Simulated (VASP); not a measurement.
```
CELL_PARAMETERS angstrom
      0.00000     1.96000     1.96000
      1.96000     0.00000     1.96000
      1.96000     1.96000     0.00000
ATOMIC_POSITIONS crystal
  Pt 0.00000 0.00000 0.00000
```

The numbers are results of PBE GGA, VASP's PBE PAW potentials (set 64) (plane waves; VASP), not measurements. Run with 400 eV cut-off, 19×19×19 Γ-centred mesh, first-order Methfessel-Paxton smearing of 0.10 eV, potentials Pt.

**Question.** Give the stress tensor in GPa (positive for a compressed cell).

**Answer.** 
```
9.80  0.00  0.00
0.00  9.80  0.00
0.00  0.00  9.80
```
The pressure is its mean diagonal, 9.80 GPa.

The compound is Pt in the fcc structure. The cell was not relaxed at this level. The run is one of a series of settings (KPOINTS 19×19×19 Γ-centred mesh against the base run), some of them coarse on purpose.
